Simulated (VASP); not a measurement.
A convergence study with VASP on CsPbBr3 (space group Pm-3m): one setting is varied, all else stays as given below, so the limit is that of these other settings.

```
CELL_PARAMETERS angstrom
      5.84065     0.00000     0.00000
      0.00000     5.84065     0.00000
      0.00000     0.00000     5.84065
ATOMIC_POSITIONS crystal
  Cs 0.00000 0.00000 0.00000
  Pb 0.50000 0.50000 0.50000
  Br 0.50000 0.00000 0.50000
  Br 0.00000 0.50000 0.50000
  Br 0.50000 0.50000 0.00000
```

These are LDA (Ceperley-Alder, Perdew-Zunger), VASP's LDA PAW potentials (set 64) (plane waves; VASP) values and carry that method's errors. The tightest run used: 360 eV cut-off, 4×4×4 Γ-centred mesh, Gaussian smearing of 0.010 eV, potentials Cs_sv Pb_d Br.

```tsv
setting	mean ε∞	highest Γ mode (cm⁻¹)	plane waves
ENCUT = 150	6.84	96.3	847
ENCUT = 180	7.03	101.2	1108
ENCUT = 210	7.06	101.2	1406
```

Task: These are the cheaper rows. Estimate the results at ENCUT = 360, and how far the last row shown lies from them.

Result: 
```
quantity               tightest run  last row shown is off by
---------------------  ------------  ------------------------
mean ε∞                        7.07                     -0.01
highest Γ mode (cm⁻¹)          98.9                       2.4
```

Left out are rungs that failed or repeat a setting and relaxations that didn't move; long series are thinned to 24 rows.

The structure is a typed CsPbBr3 crystal (space group no. 221). The cell was not relaxed at this level.
